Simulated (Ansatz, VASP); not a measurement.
# Cross-check of HC2F between VASP and Ansatz

One calculation is typed for both programs; each brings its own data sets. How far apart do they land? The cell is taken from a series of runs on this material, whose earlier steps may have relaxed, scaled, displaced or heated it; both programs get it as it stands.

Main program and level: Ansatz 0.2.0; plane waves, with VASP 6.6.1 beside it; single point at PBEsol.

## 1. Starting point

Symmetry: C2/c, No. 15, monoclinic system. Conventional cell: a = 7.424 Å, b = 11.590 Å, c = 7.047 Å, α = 90.00°, β = 112.78°, γ = 90.00°. F has 1 C at 1.35 Å nearest. F has 1 C at 1.34 Å nearest. Nearest to C lie 1 H at 1.09 Å and 2 C at 1.39 Å. C has 1 H at 1.09 Å and 2 C at 1.39 Å nearest. Nearest to C lie 1 F at 1.35 Å and 2 C at 1.39 Å. C has 1 F at 1.34 Å and 2 C at 1.39 Å nearest. Farther neighbours and most contacts between anions are not listed.

## 2. VASP: single point, PBEsol

A single point gives forces, pressure and levels at one fixed geometry, so differences don't come from the geometry; what else differs is listed under the comparison.

Lines of VASP's logs that name or quote its potential files are left out, and so is its time.

INCAR reads:

```
SYSTEM = HC2F
PREC = Accurate
ENCUT = 520
EDIFF = 1E-06
NELM = 120
ISMEAR = 0
SIGMA = 0.01
LREAL = .FALSE.
ALGO = Normal
GGA = PS
NBANDS = 72
LORBIT = 11
LWAVE = .FALSE.
LCHARG = .FALSE.
ISIF = 2
LASPH = .TRUE.
GGA_COMPAT = .FALSE.
EFERMI = MIDGAP
KPAR = 4
```

POSCAR reads:

```
HC2F
1.0
    3.7119000000     -5.7950000000      0.0000000000
    3.7119000000      5.7950000000      0.0000000000
   -2.7290108785      0.0000000000      6.4974561880
F C H
6 12 6
Direct
    0.0770590089      0.2428618489      0.6540291130
    0.7571381511      0.9229409911      0.8459708870
    0.9229409911      0.7571381511      0.3459708870
    0.2428618489      0.0770590089      0.1540291130
    0.3010197917      0.6989802083      0.7500000000
    0.6989802083      0.3010197917      0.2500000000
    0.6563750206      0.3436249794      0.7500000000
    0.3436249794      0.6563750206      0.2500000000
    0.4215025265      0.2267797474      0.7004948637
    0.7732202526      0.5784974735      0.7995051363
    0.5784974735      0.7732202526      0.2995051363
    0.2267797474      0.4215025265      0.2004948637
    0.3042194715      0.3484975269      0.7012003573
    0.6515024731      0.6957805285      0.7987996427
    0.6957805285      0.6515024731      0.2987996427
    0.3484975269      0.3042194715      0.2012003573
    0.4168617398      0.5831382602      0.7500000000
    0.5831382602      0.4168617398      0.2500000000
    0.7505499253      0.2494500747      0.7500000000
    0.2494500747      0.7505499253      0.2500000000
    0.3281642339      0.0426418392      0.6614354915
    0.9573581608      0.6718357661      0.8385645085
    0.6718357661      0.9573581608      0.3385645085
    0.0426418392      0.3281642339      0.1614354915
```

KPOINTS reads:

```
Automatic mesh
0
Gamma
3 3 3
0 0 0
```

Potentials, in the order of the species: F, C and H (PBE family, release 64).

Started as:

```sh
mpirun -np 4 vasp_std
```

Numbers of over 12 decimals in the logs are rounded to 6 here.

Output:

```text
[banner, memory and clock lines left out]
running    4 mpi-ranks, on    1 nodes
 distrk:  each k-point on    1 cores,    4 groups
 distr:  one band on    1 cores,    1 groups

 POSCAR found type information on POSCAR F C H
 POSCAR found :  3 types and      24 ions
|                                                                             |
|               ----> ADVICE to this user running VASP <----                  |
|                                                                             |
|     You have a (more or less) 'large supercell' and for larger cells it     |
|     might be more efficient to use real-space projection operators.         |
|     Therefore, try LREAL= Auto in the INCAR file.                           |
|     Mind: For very accurate calculation, you might also keep the            |
|     reciprocal projection scheme (i.e. LREAL=.FALSE.).                      |
|                                                                             |

|                                                                             |
|               ----> ADVICE to this user running VASP <----                  |
|                                                                             |
|     You enforced a specific xc type in the INCAR file but a different       |
|     [... a line on the potential file left out ...]
|     I HOPE YOU KNOW WHAT YOU ARE DOING!                                     |
|                                                                             |

 LDA part: xc-table for (Slater+PW92), standard interpolation
 POSCAR, INCAR and KPOINTS ok, starting setup
 FFT: planning ... GRIDC
 FFT: planning ... GRID_SOFT
 FFT: planning ... GRID
 WAVECAR not read
 entering main loop
       N       E                     dE             d eps       ncg     rms          rms(c)
DAV:   1     0.545658004702E+03    0.54566E+03   -0.48288E+04  1456   0.121E+03
DAV:   2    -0.121307111038E+03   -0.66697E+03   -0.63997E+03  1808   0.290E+02
DAV:   3    -0.169063819012E+03   -0.47757E+02   -0.47349E+02  1824   0.787E+01
DAV:   4    -0.169780344731E+03   -0.71653E+00   -0.71503E+00  1752   0.108E+01
DAV:   5    -0.169796099986E+03   -0.15755E-01   -0.15750E-01  1784   0.148E+00    0.203E+01
DAV:   6    -0.160003546422E+03    0.97926E+01   -0.10922E+01  1624   0.144E+01    0.110E+01
DAV:   7    -0.158271473368E+03    0.17321E+01   -0.69844E+00  1752   0.103E+01    0.443E+00
DAV:   8    -0.158224910296E+03    0.46563E-01   -0.53224E-01  1720   0.286E+00    0.160E+00
DAV:   9    -0.158230622123E+03   -0.57118E-02   -0.91616E-02  1720   0.127E+00    0.438E-01
DAV:  10    -0.158232027254E+03   -0.14051E-02   -0.16555E-02  1712   0.639E-01    0.134E-01
DAV:  11    -0.158232732419E+03   -0.70516E-03   -0.13331E-03  1640   0.146E-01    0.954E-02
DAV:  12    -0.158233153027E+03   -0.42061E-03   -0.12393E-03  1632   0.156E-01    0.391E-02
DAV:  13    -0.158233202783E+03   -0.49756E-04   -0.59310E-05  1728   0.480E-02    0.233E-02
DAV:  14    -0.158233212654E+03   -0.98712E-05   -0.60021E-05  1632   0.420E-02    0.729E-03
DAV:  15    -0.158233214430E+03   -0.17761E-05   -0.87515E-06  1752   0.175E-02    0.247E-03
DAV:  16    -0.158233214678E+03   -0.24820E-06   -0.98041E-07  1160   0.616E-03
   1 F= -.15823321E+03 E0= -.15823321E+03  d E =0.000000E+00
```

From OUTCAR (step 2):

```text
ion  position               nearest neighbor table
   1  0.077  0.243  0.654-  13 1.35
   2  0.757  0.923  0.846-  14 1.35
   3  0.923  0.757  0.346-  15 1.35
   4  0.243  0.077  0.154-  16 1.35
   5  0.301  0.699  0.750-  17 1.34
   6  0.699  0.301  0.250-  18 1.34
   7  0.656  0.344  0.750-  19 1.09  10 1.39   9 1.39
   8  0.344  0.656  0.250-  20 1.09  12 1.39  11 1.39
   9  0.422  0.227  0.700-  21 1.09  13 1.39   7 1.39
  10  0.773  0.578  0.800-  22 1.09  14 1.39   7 1.39
  11  0.578  0.773  0.300-  23 1.09  15 1.39   8 1.39
  12  0.227  0.422  0.200-  24 1.09  16 1.39   8 1.39
  13  0.304  0.348  0.701-   1 1.35   9 1.39  17 1.39
  14  0.652  0.696  0.799-   2 1.35  10 1.39  17 1.39
  15  0.696  0.652  0.299-   3 1.35  11 1.39  18 1.39
  16  0.348  0.304  0.201-   4 1.35  12 1.39  18 1.39
  17  0.417  0.583  0.750-   5 1.34  13 1.39  14 1.39
  18  0.583  0.417  0.250-   6 1.34  15 1.39  16 1.39
  19  0.751  0.249  0.750-   7 1.09
  20  0.249  0.751  0.250-   8 1.09
  21  0.328  0.043  0.661-   9 1.09
  22  0.957  0.672  0.839-  10 1.09
  23  0.672  0.957  0.339-  11 1.09
  24  0.043  0.328  0.161-  12 1.09

  LATTYP: Found a base centered monoclinic cell.
 ALAT       =     7.4238000000
 B/A-ratio  =     1.5611950753
 C/A-ratio  =     0.9492847329
 COS(beta)  =    -0.3872420471

 Subroutine GETGRP returns: Found  4 space group operations
 (whereof  2 operations were pure point group operations)

The static configuration has the point symmetry S_2 .
 The point group associated with its full space group is C_2h.

 Found     10 irreducible k-points:

   k-points           NKPTS =     10   k-points in BZ     NKDIM =     10   number of bands    NBANDS=     72

   dimension x,y,z NGX =    54 NGY =   54 NGZ =   54
   dimension x,y,z NGXF=   108 NGYF=  108 NGZF=  108

   ENCUT  =  520.0 eV  38.22 Ry    6.18 a.u.  12.80 12.80 13.10*2*pi/ulx,y,z

   NELECT =      96.0000    total number of electrons

 k-points in reciprocal lattice and weights: Automatic mesh
   0.00000000  0.00000000  0.00000000       0.037
   0.33333333 -0.00000000 -0.00000000       0.148
   0.33333333  0.33333333 -0.00000000       0.074
  -0.33333333  0.33333333  0.00000000       0.074
   0.00000000  0.00000000  0.33333333       0.074
   0.33333333 -0.00000000  0.33333333       0.148
  -0.33333333  0.00000000  0.33333333       0.148
   0.33333333  0.33333333  0.33333333       0.074
  -0.33333333  0.33333333  0.33333333       0.148
  -0.33333333 -0.33333333  0.33333333       0.074

 average (electrostatic) potential at core
       1 -81.2327       2 -81.2327       3 -81.2327       4 -81.2327       5 -81.4336
       6 -81.4336       7 -54.2918       8 -54.2918       9 -54.3082      10 -54.3082
      11 -54.3082      12 -54.3082      13 -56.3679      14 -56.3679      15 -56.3679
      16 -56.3679      17 -56.4393      18 -56.4393      19 -36.6991      20 -36.6991
      21 -36.9306      22 -36.9306      23 -36.9306      24 -36.9306

 E-fermi :   1.0238

 k-point     1 :       0.0000    0.0000    0.0000
  band No.  band energies     occupation
    ...
     44      -3.6749      2.00000
     45      -1.7313      2.00000
     46      -1.4601      2.00000
     47      -1.3452      2.00000
     48      -1.2350      2.00000
     49       3.2572      0.00000
     50       3.4497      0.00000
     51       3.5902      0.00000
     52       3.8246      0.00000
     53       3.9315      0.00000
    ...

 k-point     2 :       0.3333   -0.0000   -0.0000
  band No.  band energies     occupation
    ...
     44      -3.7205      2.00000
     45      -1.7048      2.00000
     46      -1.4884      2.00000
     47      -1.3234      2.00000
     48      -1.2103      2.00000
     49       3.3291      0.00000
     50       3.4155      0.00000
     51       3.6223      0.00000
     52       3.8085      0.00000
     53       4.0842      0.00000
    ...

 k-point     3 :       0.3333    0.3333   -0.0000
  band No.  band energies     occupation
    ...
     44      -3.7607      2.00000
     45      -1.7096      2.00000
     46      -1.5023      2.00000
     47      -1.2632      2.00000
     48      -1.2097      2.00000
     49       3.3720      0.00000
     50       3.3991      0.00000
     51       3.7194      0.00000
     52       3.7354      0.00000
     53       3.9613      0.00000
    ...

  Total        0.9880078      1.2520213      0.0674607      0.0000000      0.0000000      0.1804475
  in kB        5.6630176      7.1762775      0.3866683      0.0000000      0.0000000      1.0342804
  external PRESSURE =       4.4086545 kB  Pullay stress =       0.0000000 kB

  energy-cutoff  :      520.00
  volume of cell :      279.53
      direct lattice vectors                 reciprocal lattice vectors
     3.711900000 -5.795000000  0.000000000     0.134701905 -0.086281277  0.056576444
     3.711900000  5.795000000  0.000000000     0.134701905  0.086281277  0.056576444
    -2.729010879  0.000000000  6.497456188     0.000000000  0.000000000  0.153906386

 POSITION                                       TOTAL-FORCE (eV/Angst)
 -----------------------------------------------------------------------------------
     -0.59734      0.96083      4.24953        -0.111104      0.080083     -0.039910
      3.92762      0.96083      5.49666         0.111104      0.080083      0.039910
      5.29213     -0.96083      2.24793         0.111104     -0.080083      0.039910
      0.76717     -0.96083      1.00080        -0.111104     -0.080083     -0.039910
      1.66514      2.30618      4.87309        -0.000000      0.160640     -0.000000
      3.02965     -2.30618      1.62436        -0.000000     -0.160640     -0.000000
      1.66514     -1.81239      4.87309        -0.000000     -0.031610     -0.000000
      3.02965      1.81239      1.62436        -0.000000      0.031610     -0.000000
      0.49470     -1.12842      4.55143        -0.030082     -0.018704     -0.007162
      2.83558     -1.12842      5.19475         0.030082     -0.018704      0.007162
      4.20009      1.12842      1.94602         0.030082      0.018704      0.007162
      1.85921      1.12842      1.30271        -0.030082      0.018704     -0.007162
      0.50924      0.25659      4.55602         0.105581     -0.066077      0.025288
      2.82105      0.25659      5.19017        -0.105581     -0.066077     -0.025288
      4.18555     -0.25659      1.94144        -0.105581      0.066077     -0.025288
      1.87374     -0.25659      1.30729         0.105581      0.066077      0.025288
      1.66514      0.96357      4.87309         0.000000     -0.112191     -0.000000
      3.02965     -0.96357      1.62436         0.000000      0.112191     -0.000000
      1.66514     -2.90387      4.87309        -0.000000     -0.027851     -0.000000
      3.02965      2.90387      1.62436        -0.000000      0.027851     -0.000000
     -0.42867     -1.65460      4.29765        -0.007202      0.003174      0.002995
      3.75895     -1.65460      5.44854         0.007202      0.003174     -0.002995
      5.12346      1.65460      2.19981         0.007202     -0.003174     -0.002995
      0.93584      1.65460      1.04892        -0.007202     -0.003174      0.002995
 -----------------------------------------------------------------------------------
    total drift:                                0.000000      0.000000     -0.000000

  FREE ENERGIE OF THE ION-ELECTRON SYSTEM (eV)
  ---------------------------------------------------
  free  energy   TOTEN  =      -158.2332146785 eV

  energy  without entropy=     -158.2332146785  energy(sigma->0) =     -158.23321468

 total charge
# of ion       s       p       d       tot
------------------------------------------
    1        1.744   4.367   0.000   6.111
    2        1.744   4.367   0.000   6.111
    3        1.744   4.367   0.000   6.111
    4        1.744   4.367   0.000   6.111
    5        1.744   4.367   0.000   6.111
    6        1.744   4.367   0.000   6.111
    7        0.862   1.771   0.000   2.633
    8        0.862   1.771   0.000   2.633
    9        0.864   1.796   0.000   2.660
   10        0.864   1.796   0.000   2.660
   11        0.864   1.796   0.000   2.660
   12        0.864   1.796   0.000   2.660
   13        0.853   1.723   0.000   2.575
   14        0.853   1.723   0.000   2.575
   15        0.853   1.723   0.000   2.575
   16        0.853   1.723   0.000   2.575
   17        0.849   1.743   0.000   2.592
   18        0.849   1.743   0.000   2.592
   19        0.632   0.047   0.000   0.678
   20        0.632   0.047   0.000   0.678
   21        0.624   0.046   0.000   0.671
   22        0.624   0.046   0.000   0.671
   23        0.624   0.046   0.000   0.671
   24        0.624   0.046   0.000   0.671
--------------------------------------------------
tot         24.512  47.587   0.000  72.100

[... 3 further parts left out ...]
```

The run ends at a pressure of 0.44 GPa, with forces up to 0.16 eV/Å.

[end of part 1 of 2]

[Lines on the potential files, build, host, timing and source positions are cut from VASP's logs without a mark.]

[Logs are printed without paths, hosts, clocks, repeated set-up lines and the standing remarks that a program may print on its own settings, such as how far it seeks lower states.]

[Hosts, paths, dates, database ids (printed as entryN), source tags and the programs' standing remarks are cut or masked in the printed files.]
